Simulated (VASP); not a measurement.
# CoC23 (a cell with a defect) in VASP: notebook

The runs below take CoC23 (a cell with a defect) through single point, relaxation of the atoms, with PBEsol+U.

All numbers are computed with VASP 6.6.1; they aren't measurements. Logs are shortened: lines on timing, memory, paths and dates and some standing lists are left out, and cuts for length are marked.

### 1 The structure

The cell holds a defect, 24 atoms: a = 7.566 Å, b = 5.044 Å, c = 5.044 Å, α = 60.00°, β = 60.00°, γ = 60.00°.

### 2 Single point, PBEsol+U, collinear spin, ferromagnetic start

INCAR reads:

```
  PREC = Accurate
  ENCUT = 450
  EDIFF = 1E-5
  ISMEAR = 0
  SIGMA = 0.03
  LREAL = Auto
  LASPH = T
  NELM = 120
  ALGO = All
  ISIF = 2
  LWAVE = F
  LCHARG = F
  ISPIN = 2
  MAGMOM = 5 0 0 0 0 0 0 0 0 0 0 0 0 0 0 0 0 0 0 0 0 0 0 0
  LORBIT = 11
  LMAXMIX = 4
  LDAU = T
  LDAUTYPE = 2
  LDAUL = 2 -1
  LDAUU = 4 0
  LDAUJ = 0 0
  LDAUPRINT = 1
  GGA = PS
  ISYM = 0
  KPAR = 4
```

KPOINTS reads:

```
Automatic mesh
0
Gamma
  3 4 4
```

POSCAR reads:

```
CoC23
1.0
    0.0000000000      5.3503200000      5.3503200000
    3.5668800000      0.0000000000      3.5668800000
    3.5668800000      3.5668800000      0.0000000000
Co C
1 23
Direct
    0.0000000000      0.0000000000      0.0000000000
    0.0000000000      0.0000000000      0.5000000000
    0.0000000000      0.5000000000      0.0000000000
    0.0000000000      0.5000000000      0.5000000000
    0.3333330000      0.0000000000      0.0000000000
    0.3333330000      0.0000000000      0.5000000000
    0.3333330000      0.5000000000      0.0000000000
    0.3333330000      0.5000000000      0.5000000000
    0.6666670000      0.0000000000      0.0000000000
    0.6666670000      0.0000000000      0.5000000000
    0.6666670000      0.5000000000      0.0000000000
    0.6666670000      0.5000000000      0.5000000000
    0.0833333333      0.1250000000      0.1250000000
    0.0833333333      0.1250000000      0.6250000000
    0.0833333333      0.6250000000      0.1250000000
    0.0833333333      0.6250000000      0.6250000000
    0.4166663333      0.1250000000      0.1250000000
    0.4166663333      0.1250000000      0.6250000000
    0.4166663333      0.6250000000      0.1250000000
    0.4166663333      0.6250000000      0.6250000000
    0.7500003333      0.1250000000      0.1250000000
    0.7500003333      0.1250000000      0.6250000000
    0.7500003333      0.6250000000      0.1250000000
    0.7500003333      0.6250000000      0.6250000000
```

Potentials or basis: VASP PAW PBE potentials, release 64 (Co, C).

Started as:

```console
$ cat potpaw_PBE.64/Co/POTCAR potpaw_PBE.64/C/POTCAR > POTCAR
$ mpirun -np 4 vasp_std > vasp.out
```

OUTCAR:

```text
PREC = Accurate
   ENCUT = 450
   EDIFF = 1E-5
   ISMEAR = 0
   LREAL = Auto
   LASPH = T
   NELM = 120
   ISIF = 2
   ISPIN = 2
   LORBIT = 11
   GGA = PS
   ISYM = 0

 ion  position               nearest neighbor table
   1  0.000  0.000  0.000-  21 1.54  13 1.54  15 1.54  14 1.54   5 2.52   9 2.52  10 2.52  11 2.52
                             6 2.52   7 2.52   2 2.52   4 2.52   2 2.52   3 2.52   4 2.52   3 2.52
   2  0.000  0.000  0.500-  22 1.54  14 1.54  16 1.54  13 1.54   1 2.52   1 2.52
   3  0.000  0.500  0.000-  23 1.54  15 1.54  16 1.54  13 1.54   1 2.52   1 2.52
   4  0.000  0.500  0.500-  24 1.54  16 1.54  14 1.54  15 1.54   1 2.52   1 2.52
   5  0.333  0.000  0.000-  13 1.54  17 1.54  18 1.54  19 1.54   1 2.52
   6  0.333  0.000  0.500-  14 1.54  18 1.54  17 1.54  20 1.54   1 2.52
   7  0.333  0.500  0.000-  15 1.54  19 1.54  17 1.54  20 1.54   1 2.52
   8  0.333  0.500  0.500-  16 1.54  20 1.54  19 1.54  18 1.54
   9  0.667  0.000  0.000-  21 1.54  22 1.54  23 1.54  17 1.54   1 2.52
  10  0.667  0.000  0.500-  22 1.54  21 1.54  24 1.54  18 1.54   1 2.52
  11  0.667  0.500  0.000-  23 1.54  21 1.54  24 1.54  19 1.54   1 2.52
  12  0.667  0.500  0.500-  24 1.54  23 1.54  22 1.54  20 1.54
  13  0.083  0.125  0.125-   5 1.54   1 1.54   3 1.54   2 1.54
  14  0.083  0.125  0.625-   6 1.54   2 1.54   4 1.54   1 1.54
  15  0.083  0.625  0.125-   7 1.54   3 1.54   4 1.54   1 1.54
  16  0.083  0.625  0.625-   8 1.54   4 1.54   2 1.54   3 1.54
  17  0.417  0.125  0.125-   5 1.54   6 1.54   7 1.54   9 1.54
  18  0.417  0.125  0.625-   6 1.54   5 1.54   8 1.54  10 1.54
  19  0.417  0.625  0.125-   7 1.54   5 1.54   8 1.54  11 1.54
  20  0.417  0.625  0.625-   8 1.54   7 1.54   6 1.54  12 1.54
  21  0.750  0.125  0.125-   1 1.54   9 1.54  10 1.54  11 1.54
  22  0.750  0.125  0.625-   2 1.54  10 1.54   9 1.54  12 1.54
  23  0.750  0.625  0.125-   3 1.54  11 1.54   9 1.54  12 1.54
  24  0.750  0.625  0.625-   4 1.54  12 1.54  11 1.54  10 1.54

IMPORTANT INFORMATION: All symmetrisations will be switched off!
NOSYMM: (Re-)initialisation of all symmetry stuff for point group C_1.

----------------------------------------------------------------------------------------

                                     Primitive cell

  volume of cell :     136.1403

  direct lattice vectors                    reciprocal lattice vectors
     0.000000000  5.350320000  5.350320000    -0.093452354  0.093452354  0.093452354
     3.566880000  0.000000000  3.566880000     0.140178531 -0.140178531  0.140178531
     3.566880000  3.566880000  0.000000000     0.140178531  0.140178531 -0.140178531

  length of vectors
     7.566495107  5.044330071  5.044330071     0.161864226  0.242796338  0.242796338

  position of ions in fractional coordinates (direct lattice)
     0.000000000  0.000000000  0.000000000
[... 221 lines left out ...]

 Free energy of the ion-electron system (eV)
  ---------------------------------------------------
  ext. energy  EPLUGINS =         0.00000000
  ---------------------------------------------------
  free energy    TOTEN  =      -216.57758428 eV

  energy without entropy =     -216.57669044  energy(sigma->0) =     -216.57713736

 E-fermi :  12.1503     XC(G=0): -13.6229

 val. band max:       12.1470606825   @ k =   0.0000   0.5000   0.2500
 cond. band min:      12.1979993452   @ k =  -0.3333  -0.2500   0.2500
 fundamental gap:      0.0509386627
 Fermi energy:        12.1502958516

 spin component 1

 k-point     1 :       0.0000    0.0000    0.0000
  band No.  band energies     occupation
      1     -11.2104      1.00000
      2      -8.3132      1.00000
      3      -8.0403      1.00000
      4      -5.6792      1.00000
      5      -5.6588      1.00000
      6      -5.5622      1.00000
[... 3113 lines left out ...]
     61      17.7676      0.00000
     62      17.9969      0.00000

 [... further k-points ...]

 [bands above 62 left out]

------------------------ aborting loop because EDIFF is reached ----------------------------------------

  FORCE on cell =-STRESS in cart. coord.  units (eV):
  Direction    XX          YY          ZZ          XY          YZ          ZX
  --------------------------------------------------------------------------------------
  -------------------------------------------------------------------------------------
  Total       22.5079644     22.2053455     22.2053131      1.0241836     -0.7283517      1.0242273
  in kB      264.8866378    261.3252453    261.3248636     12.0531806     -8.5716605     12.0536949
  external PRESSURE =     262.5122489 kB  Pullay stress =       0.0000000 kB

 VOLUME and BASIS-vectors are now :
 -----------------------------------------------------------------------------
  energy-cutoff  :      450.00
  volume of cell :      136.14
      direct lattice vectors                 reciprocal lattice vectors
     0.000000000  5.350320000  5.350320000    -0.093452354  0.093452354  0.093452354
     3.566880000  0.000000000  3.566880000     0.140178531 -0.140178531  0.140178531
     3.566880000  3.566880000  0.000000000     0.140178531  0.140178531 -0.140178531

 POSITION                                       TOTAL-FORCE (eV/Angst)
 -----------------------------------------------------------------------------------
      0.00000      0.00000      0.00000        -0.867715      1.073727      1.073706
      1.78344      1.78344      0.00000        -0.030141      0.030312     -0.310763
      1.78344      0.00000      1.78344        -0.030130     -0.310747      0.030318
      3.56688      1.78344      1.78344         0.361310      0.026953      0.026987
      0.00000      1.78344      1.78344        -0.341327      0.076586      0.076598
      1.78344      3.56688      1.78344        -0.117108      0.375189      0.110491
[... 16 lines left out ...]
      2.67516      4.45860      6.24204         0.044483     -0.010881     -0.041318
      4.45860      6.24204      6.24204         0.024554     -0.054255     -0.054222
 -----------------------------------------------------------------------------------
    total drift:                               -0.001869      0.001846      0.001796

  FREE ENERGIE OF THE ION-ELECTRON SYSTEM (eV)
  ---------------------------------------------------
  free  energy   TOTEN  =      -216.5775842841 eV

  energy  without entropy=     -216.5766952676  energy(sigma->0) =     -216.57713978

 total charge

# of ion       s       p       d       tot
------------------------------------------
    1        1.030   1.217   8.761  11.008
    2        0.837   1.722   0.000   2.559
    3        0.837   1.722   0.000   2.559
    4        0.837   1.723   0.000   2.560
    5        0.831   1.732   0.000   2.564
    6        0.830   1.734   0.000   2.565
[... 16 lines left out ...]
   23        0.828   1.740   0.000   2.568
   24        0.828   1.740   0.000   2.568
--------------------------------------------------
tot         20.309  41.272   8.761  70.342

 magnetization (x)

# of ion       s       p       d       tot
------------------------------------------
    1        0.001   0.026   0.036   0.064
    2        0.001   0.001   0.000   0.002
    3        0.001   0.001   0.000   0.002
    4        0.001   0.001   0.000   0.002
    5        0.000   0.000   0.000   0.000
    6       -0.000  -0.000   0.000  -0.000
[... 16 lines left out ...]
   23        0.000   0.000   0.000   0.000
   24        0.000   0.001   0.000   0.001
--------------------------------------------------
tot          0.008   0.053   0.036   0.098
```

Run time: 6.3 min. Hardware: 4 MPI ranks of Intel Xeon Platinum 8488C (Sapphire Rapids), shared host; peak memory 0.77 GiB.

What came out:

```
Free energy                                           : -216.5776 eV
Largest force                                         : 10.221 eV/Å
Band gap on the k mesh                                : none (metal or under the smearing width)
Net moment                                            : 0.12 μB per cell
Site moments                                          : Co +0.06; C +0.00, -0.00, +0.01 μB
Valence electrons inside the program's atomic spheres : Co 11.01; C 2.56, 2.57, 2.65, 2.64
```

Forces on the atoms (eV/Å):
```
Co  -0.868  1.074  1.074
C   -0.030  0.030 -0.311
C   -0.030 -0.311  0.030
C    0.361  0.027  0.027
C   -0.341  0.077  0.077
C   -0.117  0.375  0.110
C   -0.117  0.110  0.375
C    0.048 -0.065 -0.065
C   -0.310 -0.119 -0.119
C    0.154  0.255 -0.132
C    0.154 -0.132  0.255
C   -0.032  0.007  0.007
C    6.578  5.532  5.532
C   -5.627 -6.485  5.422
C   -5.627  5.422 -6.485
C   -0.040  0.049  0.049
C    0.086 -0.077 -0.077
C    0.050 -0.059  0.043
C    0.050  0.043 -0.059
C   -0.138  0.062  0.062
C    5.683 -5.709 -5.709
C    0.044 -0.041 -0.011
C    0.044 -0.011 -0.041
C    0.025 -0.054 -0.054
```

Levels at points of the mesh, in eV from the Fermi level:
Spin up:
| k point | band 48 | band 49 | band 50 | band 51 | band 52 | band 53 | band 54 | band 55 |
| --- | --- | --- | --- | --- | --- | --- | --- | --- |
| (0.00, 0.00, 0.00) | -3.15 | -2.77 | -2.74 | 1.13 | 2.05 | 2.18 | 3.05 | 3.07 |
| (0.00, 0.50, 0.00) | -3.79 | -3.28 | -2.96 | -0.65 | 0.71 | 1.37 | 3.02 | 3.23 |
| (0.00, 0.00, 0.50) | -3.79 | -3.28 | -2.96 | -0.65 | 0.71 | 1.37 | 3.02 | 3.23 |
| (0.00, 0.50, 0.50) | -3.99 | -3.55 | -2.78 | -0.53 | 0.66 | 1.35 | 2.59 | 2.93 |
Spin down:
```
           k point  band 47  band 48  band 49  band 50  band 51  band 52  band 53  band 54
(0.00, 0.00, 0.00)    -3.65    -3.15    -2.76    -2.74     1.14     2.11     2.20     3.05
(0.00, 0.50, 0.00)    -3.97    -3.78    -3.26    -2.94    -0.56     0.73     1.41     3.03
(0.00, 0.00, 0.50)    -3.97    -3.78    -3.26    -2.94    -0.56     0.73     1.41     3.03
(0.00, 0.50, 0.50)    -4.58    -3.98    -3.53    -2.76    -0.49     0.67     1.43     2.59
```

Eigenvalues of the final occupation matrices:
```tsv
site	spin	trace	eigenvalues
site 1 d	1	4.45	0.80 0.87 0.87 0.95 0.95
site 1 d	2	4.41	0.80 0.84 0.86 0.95 0.95
```

Caveat: the k mesh is coarse (spacing up to 0.38 Å⁻¹), so the values aren't converged; the cutoff is under 1.25 times the usual one of these potentials, so pressure, stress and relaxed cells hold a basis-set (Pulay) error; the PAW data sets were made with another functional, which shifts forces and pressure a little; the moment fell far below its start of 5 μB, so a state of higher moment may lie lower in energy; the U is typed as a test and isn't derived for this compound.

### 3 Single point, PBEsol+U, collinear spin, ferromagnetic start

Changes to INCAR since step 2:

```diff
@@ -8,3 +8,3 @@
   NELM = 120
-  ALGO = All
+  ALGO = Normal
   ISIF = 2
@@ -15,2 +15,3 @@
   LORBIT = 11
+  NUPDOWN = 5
   LMAXMIX = 4
@@ -23,3 +24,2 @@
   GGA = PS
-  ISYM = 0
   KPAR = 4
```

KPOINTS is that of step 2.

POSCAR is that of step 2.

Potentials or basis: VASP PAW PBE potentials, release 64 (Co, C).

Started as:

```console
$ cat potpaw_PBE.64/Co/POTCAR potpaw_PBE.64/C/POTCAR > POTCAR
$ mpirun -np 4 vasp_std > vasp.out
```

It took 5.3 min on 4 MPI ranks of Intel Xeon Platinum 8488C (Sapphire Rapids), shared host; peak memory 0.4 GiB.

It converged, with:

| Property | Result |
| --- | --- |
| Free energy | -209.8175 eV |
| Largest force | 13.868 eV/Å |
| Net moment | 5.00 μB per cell |
| Site moments | Co +2.94; C +0.08, +0.06, +0.04, +0.00, +0.05, +0.22, +0.01, +0.03, +0.17 μB |
| Valence electrons inside the program's atomic spheres | Co 10.83; C 2.55, 2.56, 2.57, 2.71, 2.70 |

Forces on the atoms (eV/Å):
```
Co   0.104 -0.117 -0.117
C   -0.040  0.033  0.078
C   -0.040  0.078  0.033
C   -0.080  0.042  0.042
C    0.122  0.163  0.163
C   -0.229 -0.013  0.229
C   -0.229  0.229 -0.013
C    0.011 -0.005 -0.005
C   -0.123 -0.262 -0.262
C    0.319  0.067 -0.314
C    0.319 -0.314  0.067
C   -0.007  0.007  0.007
C    7.946  8.037  8.037
C   -8.030 -7.920  8.033
C   -8.030  8.033 -7.920
C   -0.028  0.022  0.022
C   -0.150  0.062  0.062
C    0.079 -0.032 -0.021
C    0.079 -0.021 -0.032
C   -0.086  0.021  0.021
C    7.916 -7.931 -7.931
C    0.065 -0.063 -0.042
C    0.065 -0.042 -0.063
C    0.047 -0.072 -0.072
```

Eigenvalues of the final occupation matrices:
| site | spin | trace | eigenvalues |
| --- | --- | --- | --- |
| site 1 d | 1 | 5.24 | 0.99 0.99 1.08 1.08 1.09 |
| site 1 d | 2 | 3.01 | 0.26 0.26 0.83 0.83 0.83 |

Caveat: the k mesh is coarse (spacing up to 0.38 Å⁻¹), so the values aren't converged; the cutoff is under 1.25 times the usual one of these potentials, so pressure, stress and relaxed cells hold a basis-set (Pulay) error; a pressure of tens of GPa on the cell as given is suspect, and the run, the potentials or the cell itself is likely at fault; the PAW data sets were made with another functional, which shifts forces and pressure a little; the total moment is fixed, so each spin has its own Fermi level; the U is typed as a test and isn't derived for this compound.

### 4 Single point, PBEsol+U, collinear spin, ferromagnetic start

Changes to INCAR since step 3:

```diff
@@ -13,5 +13,5 @@
   ISPIN = 2
-  MAGMOM = 5 0 0 0 0 0 0 0 0 0 0 0 0 0 0 0 0 0 0 0 0 0 0 0
+  MAGMOM = 3 0 0 0 0 0 0 0 0 0 0 0 0 0 0 0 0 0 0 0 0 0 0 0
   LORBIT = 11
-  NUPDOWN = 5
+  NUPDOWN = 3
   LMAXMIX = 4
```

KPOINTS is that of step 3.

POSCAR is that of step 3.

Potentials or basis: VASP PAW PBE potentials, release 64 (Co, C).

Started as:

```console
$ cat potpaw_PBE.64/Co/POTCAR potpaw_PBE.64/C/POTCAR > POTCAR
$ mpirun -np 4 vasp_std > vasp.out
```

OUTCAR:

```text
PREC = Accurate
   ENCUT = 450
   EDIFF = 1E-5
   ISMEAR = 0
   LREAL = Auto
   LASPH = T
   NELM = 120
   ISIF = 2
   ISPIN = 2
   LORBIT = 11
   NUPDOWN = 3
   GGA = PS

 ion  position               nearest neighbor table
   1  0.000  0.000  0.000-  21 1.54  13 1.54  15 1.54  14 1.54   5 2.52   9 2.52  10 2.52  11 2.52
                             6 2.52   7 2.52   2 2.52   4 2.52   2 2.52   3 2.52   4 2.52   3 2.52
   2  0.000  0.000  0.500-  22 1.54  14 1.54  16 1.54  13 1.54   1 2.52   1 2.52
   3  0.000  0.500  0.000-  23 1.54  15 1.54  16 1.54  13 1.54   1 2.52   1 2.52
   4  0.000  0.500  0.500-  24 1.54  16 1.54  14 1.54  15 1.54   1 2.52   1 2.52
   5  0.333  0.000  0.000-  13 1.54  17 1.54  18 1.54  19 1.54   1 2.52
[... 2564 lines left out ...]
      0.00000      1.78344      1.78344         0.123303      0.181710      0.181710
      1.78344      3.56688      1.78344        -0.260929     -0.073397      0.262286
[... 16 lines left out ...]
      2.67516      4.45860      6.24204         0.035498     -0.049866     -0.030164
      4.45860      6.24204      6.24204         0.054156     -0.044947     -0.044947
 -----------------------------------------------------------------------------------
    total drift:                               -0.000391     -0.000653     -0.000653

  FREE ENERGIE OF THE ION-ELECTRON SYSTEM (eV)
  ---------------------------------------------------
  free  energy   TOTEN  =      -213.1417634720 eV

  energy  without entropy=     -213.1388062859  energy(sigma->0) =     -213.14028488

 total charge

# of ion       s       p       d       tot
------------------------------------------
    1        1.021   1.418   8.536  10.975
    2        0.837   1.714   0.000   2.552
    3        0.837   1.714   0.000   2.552
    4        0.837   1.715   0.000   2.552
    5        0.833   1.726   0.000   2.559
    6        0.831   1.730   0.000   2.561
[... 16 lines left out ...]
   23        0.829   1.738   0.000   2.567
   24        0.829   1.738   0.000   2.567
--------------------------------------------------
tot         20.317  41.458   8.536  70.311

 magnetization (x)

# of ion       s       p       d       tot
------------------------------------------
    1        0.022   0.425   1.187   1.633
    2        0.007   0.045   0.000   0.052
    3        0.007   0.045   0.000   0.052
    4        0.007   0.043   0.000   0.050
    5        0.007   0.037   0.000   0.044
    6        0.004   0.026   0.000   0.031
[... 16 lines left out ...]
   23        0.001   0.014   0.000   0.015
   24        0.001   0.013   0.000   0.014
--------------------------------------------------
tot          0.152   1.234   1.187   2.572
```

OSZICAR:

```text
N       E                     dE             d eps       ncg     rms          rms(c)
DAV:   1     0.605130201994E+03    0.60513E+03   -0.45362E+04  4428   0.142E+03
[... 15 lines left out ...]
DAV:  17    -0.213145771601E+03    0.12056E-01   -0.88969E-02  6576   0.247E+00    0.355E-01
DAV:  18    -0.213142257339E+03    0.35143E-02   -0.43989E-02  6664   0.105E+00    0.338E-01
DAV:  19    -0.213141848790E+03    0.40855E-03   -0.33877E-03  6768   0.868E-01    0.147E-01
DAV:  20    -0.213141769431E+03    0.79358E-04   -0.13055E-03  6920   0.422E-01    0.496E-02
DAV:  21    -0.213141803099E+03   -0.33668E-04   -0.99077E-04  6488   0.135E-01    0.414E-02
DAV:  22    -0.213141764770E+03    0.38329E-04   -0.38556E-04  5672   0.106E-01    0.258E-02
DAV:  23    -0.213141763472E+03    0.12980E-05   -0.24060E-05  3560   0.426E-02
   1 F= -.21314176E+03 E0= -.21314028E+03  d E =-.295719E-02  mag=     3.0000
```

Run time: 6.8 min. Hardware: 4 MPI ranks of Intel Xeon Platinum 8488C (Sapphire Rapids), shared host; peak memory 0.4 GiB.

Results:

```yaml
Free_energy: -213.1418 eV
Largest_force: 11.851 eV/Å
Net_moment: 3.00 μB per cell
Site_moments: Co +1.63; C +0.05, +0.04, +0.03, +0.01, +0.10, +0.02, +0.12 μB
Valence_electrons_inside_the_program's_atomic_spheres: Co 10.97; C 2.55, 2.56, 2.57, 2.66, 2.68
```

Forces in eV/Å, atoms in the order of the input:
```
Co   0.218 -0.207 -0.207
C    0.025  0.003 -0.490
C    0.025 -0.490  0.003
C    0.413 -0.017 -0.017
C    0.123  0.182  0.182
C   -0.261 -0.073  0.262
C   -0.261  0.262 -0.073
C    0.052 -0.049 -0.049
C   -0.081 -0.160 -0.160
C    0.300 -0.004 -0.286
C    0.300 -0.286 -0.004
C    0.009 -0.016 -0.016
C    5.910  6.718  6.718
C   -6.764 -5.987  6.856
C   -6.764  6.856 -5.987
C   -0.059  0.058  0.058
C   -0.161  0.117  0.117
C    0.068  0.012 -0.004
C    0.068 -0.004  0.012
C   -0.120  0.056  0.056
C    6.835 -6.846 -6.846
C    0.035 -0.030 -0.050
C    0.035 -0.050 -0.030
C    0.054 -0.045 -0.045
```

Eigenvalues of the final occupation matrices:
```
    site  spin  trace               eigenvalues
site 1 d     1   4.91  0.97 0.97 0.98 0.98 1.01
site 1 d     2   3.72  0.67 0.68 0.79 0.79 0.79
```

Caveat: the k mesh is coarse (spacing up to 0.38 Å⁻¹), so the values aren't converged; the cutoff is under 1.25 times the usual one of these potentials, so pressure, stress and relaxed cells hold a basis-set (Pulay) error; a pressure of tens of GPa on the cell as given is suspect, and the run, the potentials or the cell itself is likely at fault; the PAW data sets were made with another functional, which shifts forces and pressure a little; the total moment is fixed, so each spin has its own Fermi level; the U is typed as a test and isn't derived for this compound.

(Part 1 of 2 ends here.)
